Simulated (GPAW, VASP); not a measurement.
The input files of a VASP run:

**POSCAR**
```
Ca2Ge
1
    0.0000000000     3.6648600000     3.6648600000
    3.6648600000     0.0000000000     3.6648600000
    3.6648600000     3.6648600000     0.0000000000
Ca Ge
2 1
Direct
  0.7500000000   0.7500000000   0.7500000000
  0.2500000000   0.2500000000   0.2500000000
  0.0000000000   0.0000000000   0.0000000000
```

INCAR:
```
ISMEAR = 0   ! Gaussian
LASPH = .TRUE.
LREAL = .FALSE.   ! projection in real space or not
ISIF = 2   ! forces and stress, cell fixed
GGA = PS   ! PBEsol
SIGMA = 0.01
PREC = Accurate
LMAXMIX = 4   ! l cut-off of mixed one-centre charges
NELM = 100
LWAVE = .FALSE.
ALGO = Normal   ! blocked Davidson
EDIFF = 1E-6
ENCUT = 300   ! plane-wave cut-off (eV)
SYSTEM = Ca2Ge
LCHARG = .FALSE.
```

**KPOINTS**
```
Automatic
0
G
  4 4 4
0 0 0
```

POTCAR, in this order: Ca_sv Ge_d (PBE.64 set). Program: vasp_std.

**Question.** Write an input for GPAW that does the same calculation.

**Answer.** One input that does it (PBEsol, GPAW PAW datasets PBEsol (made by gpaw-setup)):
```
from ase import Atoms
from ase.units import GPa
from gpaw import GPAW

atoms = Atoms(['Ca', 'Ca', 'Ge'],
              cell=[[0.000000, 3.664860, 3.664860],
                    [3.664860, 0.000000, 3.664860],
                    [3.664860, 3.664860, 0.000000]],
              scaled_positions=[[0.750000, 0.750000, 0.750000],
                                [0.250000, 0.250000, 0.250000],
                                [0.000000, 0.000000, 0.000000]],
              pbc=True)

calc = GPAW(mode={'name': 'pw', 'ecut': 550},
            xc='PBEsol',
            kpts={'size': (4, 4, 4), 'gamma': True},
            occupations={'name': 'fermi-dirac', 'width': 0.0},
            nbands=-6,
            convergence={'forces': 0.001, 'bands': -4},
            symmetry={'symmorphic': False, 'tolerance': 0.0005},
            maxiter=120)

atoms.calc = calc

energy = atoms.get_potential_energy()
print('Energy (eV):', round(energy, 6))
forces = atoms.get_forces()
print('Forces (eV/Ang):')
print(forces.round(5))
stress = atoms.get_stress()
print('Stress (GPa, Voigt):', (stress / GPa).round(4))
```
Both inputs were run and reached self-consistency, which says nothing on mesh or cut-off. Potentials, basis and cut-offs are each code's own, so they don't translate, and total energies aren't comparable.

Fixed occupations appear in VASP as a very narrow Gaussian smearing.

The structure comes from a computed database's Ca2Ge entry (Fm-3m); how it stands against other phases isn't given here. The cell was not relaxed at this level, and it may have been scaled.
